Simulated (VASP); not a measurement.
The system is C.

```
CELL_PARAMETERS angstrom
0.00000 1.78337 1.78337
1.78337 0.00000 1.78337
1.78337 1.78337 0.00000
ATOMIC_POSITIONS crystal
C 0.75000 0.75000 0.75000
C 0.50000 0.50000 0.50000
```

This isn't the form of C at room conditions, which is graphite.

Base run:

- Program: VASP 6.6.1
- Functional: r2SCAN
- Potentials or basis: VASP PAW PBE potentials, release 64 (C)
- Cutoff: 520 eV
- k mesh: 12 × 12 × 12
- Occupations: gaussian, width 0.02 eV
- Spin: no spin polarisation

Its results: band gap on the k mesh 4.34 eV, indirect (least direct gap 5.84 eV).

**Question.** After a change of settings the same cell gave: band gap on the k mesh 4.98 eV, indirect (least direct gap 6.62 eV). Which change was it?
A. functional from r2SCAN to PBE
B. functional from r2SCAN to PBE; k mesh from 12 × 12 × 12 to 3 × 3 × 3
C. functional from r2SCAN to PBE; potentials or basis from VASP PAW PBE potentials, release 64 (C) to VASP PAW PBE potentials, release 64 (C_GW); cutoff from 520 eV to 450 eV
D. functional from r2SCAN to TB-mBJ

**Answer.** D.
